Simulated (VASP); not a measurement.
Input:

```xyz
1
Lattice="-3.0234 3.0234 3.0234 3.0234 -3.0234 3.0234 3.0234 3.0234 -3.0234" Properties=species:S:1:pos:R:3 pbc="T T T"
Cs     0.0000     0.0000     0.0000
```

Calculation: PBE GGA with D3 dispersion (Becke-Johnson damping), VASP's PBE PAW potentials (set 64) (plane waves; VASP). Run with 520 eV cut-off, 10×10×10 Γ-centred mesh, tetrahedra with Blöchl corrections, potentials Cs_sv.

Unless said otherwise, spin-orbit coupling is left out, though it shifts the bands of the heavy elements here.

Problem. Predict the energy per atom (σ→0), band gap (on the k-mesh) with the smallest direct gap where there is one.

Solution. 
The band gap (on the k-mesh) comes out as none (metal, semimetal or under 0.01 eV). The energy per atom (σ→0) comes out as -0.941 eV/atom.

The compound is Cs in the bcc structure. It was relaxed first.
